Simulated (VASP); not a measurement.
C3H4, in a box:

```
CELL_PARAMETERS angstrom
14.19329 0.00000 0.00000
0.00000 14.69329 0.00000
0.00000 0.00000 15.19329
ATOMIC_POSITIONS crystal
C 0.42837 0.50030 0.58881
C 0.47970 0.50249 0.52519
C 0.54126 0.50518 0.44886
H 0.38304 0.49838 0.64501
H 0.54171 0.57336 0.41881
H 0.51814 0.45633 0.39834
H 0.61422 0.48807 0.46700
```

Base run:

```yaml
Program: VASP 6.6.1
Functional: PBEsol
Potentials_or_basis: VASP PAW PBE potentials, release 64 (C, H)
Cutoff: 400 eV
k_mesh: 1 × 1 × 1
Occupations: gaussian, width 0.01 eV
Spin: no spin polarisation
```

Its results: gap between the frontier levels 5.99 eV; largest force 0.268 eV/Å.

Task: The run is repeated on the same cell with these changes: functional from PBEsol to rev-vdW-DF2. What comes out?

Result: Gap between the frontier levels 5.74 eV; largest force 0.198 eV/Å.

Caveats: the standard files for N, O and F lose accuracy on very short bonds; the PAW data sets were made with another functional, which shifts forces and pressure a little.

A k mesh can miss the band edges.

Not every run made on this cell is shown here.
